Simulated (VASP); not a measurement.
Given:

```xyz
2
Lattice="0.0000 2.3808 2.3808 2.3808 0.0000 2.3808 2.3808 2.3808 0.0000" Properties=species:S:1:pos:R:3 pbc="T T T"
B      0.0000     0.0000     0.0000
Bi     2.3808     2.3808     2.3808
```

These are PBEsol GGA, VASP's PBE PAW potentials (set 64) (plane waves; VASP) values and carry that method's errors. Settings: 620 eV cut-off, 13×13×13 Γ-centred mesh, first-order Methfessel-Paxton smearing of 0.10 eV, potentials B Bi_d.

Unless said otherwise, spin-orbit coupling is left out, though it shifts the bands of the heavy elements here.

Question: Predict the energy per atom (σ→0), pressure, band gap (on the k-mesh) with the smallest direct gap where there is one.

Answer: 
The band gap (on the k-mesh) is none (metal, semimetal or under 0.01 eV) and the energy per atom (σ→0) is -4.066 eV/atom. The pressure comes out as 44.86 GPa.

The structure was generated: BBi was put into the rock salt type (Fm-3m), which need not be its known phase. It was relaxed first under an external pressure of 45 GPa.
